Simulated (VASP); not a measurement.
Level of theory: PBE GGA, VASP's PBE PAW potentials (set 64) (plane waves; VASP).

VASP input:

INCAR:
```
! general
SYSTEM =CdSe
PREC   =Accurate
ENCUT  =400
LREAL  =F
LASPH  =T

! electronic loop
EDIFF  =1E-6
NELM   =100
ALGO   =Normal
LMAXMIX=4

! smearing
ISMEAR =0
SIGMA  =0.05

! functional
GGA    =PE

! ions
IBRION =2
NSW    =60
ISIF   =3
EDIFFG =-0.01

! output
LWAVE  =F
LCHARG =F
```

**KPOINTS**
```
Automatic mesh
0
Gamma
7 7 4
0 0 0
```

File POSCAR:
```
CdSe
1
    2.1500000000    -3.7239090000     0.0000000000
    2.1500000000     3.7239090000     0.0000000000
    0.0000000000     0.0000000000     7.0100000000
Cd Se
2 2
Direct
  0.6666670000   0.3333330000   0.5000000000
  0.3333330000   0.6666670000   0.0000000000
  0.6666670000   0.3333330000   0.8760000000
  0.3333330000   0.6666670000   0.3760000000
```

POTCAR, in this order: Cd Se (PBE.64 set). Program: vasp_std.

Output of the run:

### OUTCAR
```
 ion  position               nearest neighbor table
   1  0.667  0.333  0.500-   4 2.63   4 2.63   4 2.63   3 2.64
   2  0.333  0.667  0.000-   3 2.63   3 2.63   3 2.63   4 2.64
   3  0.667  0.333  0.876-   2 2.63   2 2.63   2 2.63   1 2.64
   4  0.333  0.667  0.376-   1 2.63   1 2.63   1 2.63   2 2.64
  LATTYP: Found a hexagonal cell.
 ALAT       =     4.2999997954
 C/A-ratio  =     1.6302326357
 Subroutine PRICEL returns:
 Original cell was already a primitive cell.
 Subroutine GETGRP returns: Found 12 space group operations
The static configuration has the point symmetry C_3v.
 The point group associated with its full space group is C_6v.
The dynamic configuration has the point symmetry C_3v.
 Subroutine INISYM returns: Found 12 space group operations
 Subroutine IBZKPT returns following result:
 Found     24 irreducible k-points:

 Following reciprocal coordinates:
            Coordinates               Weight
  0.000000  0.000000  0.000000      1.000000
  0.142857  0.000000  0.000000      6.000000
  0.285714  0.000000  0.000000      6.000000
  0.428571  0.000000  0.000000      6.000000
  0.142857  0.142857  0.000000      6.000000
...
```

### OSZICAR
```
       N       E                     dE             d eps       ncg     rms          rms(c)
DAV:   1     0.211014664377E+03    0.21101E+03   -0.15064E+04  1056   0.119E+03
DAV:   2    -0.105790181689E+01   -0.21207E+03   -0.20795E+03  1206   0.319E+02
DAV:   3    -0.115842077187E+02   -0.10526E+02   -0.10498E+02  1236   0.739E+01
DAV:   4    -0.116671372906E+02   -0.82930E-01   -0.82895E-01  1206   0.620E+00
DAV:   5    -0.116678591723E+02   -0.72188E-03   -0.72185E-03  1272   0.526E-01    0.931E+00
DAV:   6    -0.109515454587E+02    0.71631E+00   -0.16181E+00  1282   0.129E+01    0.717E+00
DAV:   7    -0.109192311241E+02    0.32314E-01   -0.64166E-01  1164   0.446E+00    0.257E+00
DAV:   8    -0.109156571977E+02    0.35739E-02   -0.78746E-02  1122   0.310E+00    0.408E-01
DAV:   9    -0.109155933703E+02    0.63827E-04   -0.10678E-02  1212   0.134E+00    0.147E-01
DAV:  10    -0.109156817852E+02   -0.88415E-04   -0.11182E-03  1206   0.420E-01    0.768E-02
DAV:  11    -0.109157797271E+02   -0.97942E-04   -0.20931E-04  1140   0.969E-02    0.186E-02
DAV:  12    -0.109157766234E+02    0.31037E-05   -0.67122E-05  1342   0.918E-02    0.964E-03
DAV:  13    -0.109157785919E+02   -0.19685E-05   -0.13523E-05  1128   0.368E-02    0.406E-03
DAV:  14    -0.109157787702E+02   -0.17833E-06   -0.62432E-07   846   0.409E-03
   1 F= -.10915779E+02 E0= -.10915779E+02  d E =-.109158E+02
       N       E                     dE             d eps       ncg     rms          rms(c)
DAV:   1    -0.126799912063E+02   -0.17642E+01   -0.39684E+01  1110   0.698E+01    0.118E+01
DAV:   2    -0.111845422545E+02    0.14954E+01   -0.37599E+00  1062   0.251E+01    0.394E+00
DAV:   3    -0.110082489583E+02    0.17629E+00   -0.40544E-01  1158   0.568E+00    0.362E+00
DAV:   4    -0.109679791347E+02    0.40270E-01   -0.55685E-02  1068   0.151E+00    0.915E-01
DAV:   5    -0.109648729152E+02    0.31062E-02   -0.95562E-03  1242   0.944E-01    0.122E-01
DAV:   6    -0.109650294834E+02   -0.15657E-03   -0.10849E-03  1080   0.276E-01    0.685E-02
DAV:   7    -0.109650761126E+02   -0.46629E-04   -0.64945E-05  1170   0.550E-02    0.199E-02
DAV:   8    -0.109650760097E+02    0.10285E-06   -0.92766E-06  1218   0.382E-02
   2 F= -.10965076E+02 E0= -.10965076E+02  d E =-.492972E-01
       N       E                     dE             d eps       ncg     rms          rms(c)
DAV:   1    -0.110854809981E+02   -0.12040E+00   -0.25178E+00  1110   0.168E+01    0.244E+00
DAV:   2    -0.109825335102E+02    0.10295E+00   -0.29024E-01  1068   0.673E+00    0.771E-01
DAV:   3    -0.109722000075E+02    0.10334E-01   -0.32567E-02  1104   0.149E+00    0.693E-01
DAV:   4    -0.109709772310E+02    0.12228E-02   -0.22893E-03  1068   0.365E-01    0.107E-01
DAV:   5    -0.109708056214E+02    0.17161E-03   -0.95494E-04  1248   0.356E-01    0.567E-02
DAV:   6    -0.109708221301E+02   -0.16509E-04   -0.96302E-05  1098   0.878E-02    0.174E-02
DAV:   7    -0.109708214031E+02    0.72699E-06   -0.10060E-06   816   0.781E-03
   3 F= -.10970821E+02 E0= -.10970821E+02  d E =-.550426E-01
```

File OUTCAR:
```
------------------------ aborting loop because EDIFF is reached ----------------------------------------
  FORCE on cell =-STRESS in cart. coord.  units (eV):
  Direction    XX          YY          ZZ          XY          YZ          ZX
  --------------------------------------------------------------------------------------
  Total       -0.0207188     -0.0207188      0.0046210      0.0000000      0.0000000      0.0000000
  in kB       -0.2799307     -0.2799307      0.0624347      0.0000000      0.0000000      0.0000000
  external PRESSURE =      -0.1658089 kB  Pullay stress =       0.0000000 kB
  volume of cell :      118.58
      direct lattice vectors                 reciprocal lattice vectors
     2.189428723 -3.792201538  0.000000000     0.228370074 -0.131849533  0.000000000
     2.189428723  3.792201538  0.000000000     0.228370074  0.131849533  0.000000000
     0.000000000  0.000000000  7.141212727     0.000000000  0.000000000  0.140032238
  FREE ENERGIE OF THE ION-ELECTRON SYSTEM (eV)
  ---------------------------------------------------
  free  energy   TOTEN  =       -10.9708214031 eV

  energy  without entropy=      -10.9708214031  energy(sigma->0) =      -10.97082140

 reached required accuracy - stopping structural energy minimisation
```
(Selected blocks of OUTCAR.)

File CONTCAR:
```
CdSe
   1.00000000000000
     2.1894287229483016   -3.7922015384250214    0.0000000000000000
     2.1894287229483016    3.7922015384250214    0.0000000000000000
     0.0000000000000000    0.0000000000000000    7.1412127269850103
  Cd              Se
     2     2
Direct
     0.6666669999999968    0.3333330000000032    0.5000293632390550
     0.3333330000000032    0.6666669999999968    0.0000293632390549
     0.6666669999999968    0.3333330000000032    0.8759706367609427
     0.3333330000000032    0.6666669999999968    0.3759706367609427
```

OUTCAR:
```
 val. band max:        0.5445552147   @ k =   0.0000   0.0000   0.0000

 cond. band min:       1.0925697393   @ k =   0.0000   0.0000   0.0000


 Fermi energy:         0.7861289635

 k-point     1 :       0.0000    0.0000    0.0000
  band No.  band energies     occupation
      1     -11.7747      2.00000
      2     -11.4418      2.00000
      3      -7.2178      2.00000
      4      -7.2129      2.00000
      5      -7.2129      2.00000
      6      -7.1542      2.00000
      7      -7.1542      2.00000
      8      -6.9287      2.00000
      9      -6.9287      2.00000
     10      -6.8758      2.00000
     11      -6.8758      2.00000
     12      -6.6399      2.00000
     13      -3.5417      2.00000
     14      -0.1494      2.00000
     15      -0.1493      2.00000
     16       0.5047      2.00000
     17       0.5445      2.00000
     18       0.5446      2.00000
     19       1.0926      0.00000
     20       2.6842      0.00000
     21       6.3941      0.00000
     22       6.3941      0.00000

 k-point     2 :       0.1429    0.0000    0.0000
  band No.  band energies     occupation
      1     -11.7201      2.00000
      2     -11.4171      2.00000
      3      -7.2017      2.00000
      4      -7.1942      2.00000
      5      -7.1681      2.00000
      6      -7.1298      2.00000
      7      -7.1285      2.00000
      8      -6.9382      2.00000
      9      -6.9286      2.00000
     10      -6.8917      2.00000
     11      -6.8723      2.00000
     12      -6.6087      2.00000
     13      -3.4314      2.00000
     14      -0.9216      2.00000
     15      -0.6047      2.00000
     16      -0.3717      2.00000
     17       0.3685      2.00000
     18       0.4129      2.00000
     19       2.2061      0.00000
     20       3.4335      0.00000
     21       5.8773      0.00000
     22       6.6644      0.00000

 k-point     3 :       0.2857    0.0000    0.0000
  band No.  band energies     occupation
      1     -11.5896      2.00000
...
```

Energy and stress use the plane-wave basis of the starting cell.

The compound is CdSe in the wurtzite structure. This run relaxes it. Symmetry was kept, so distortions that lower it aren't found.
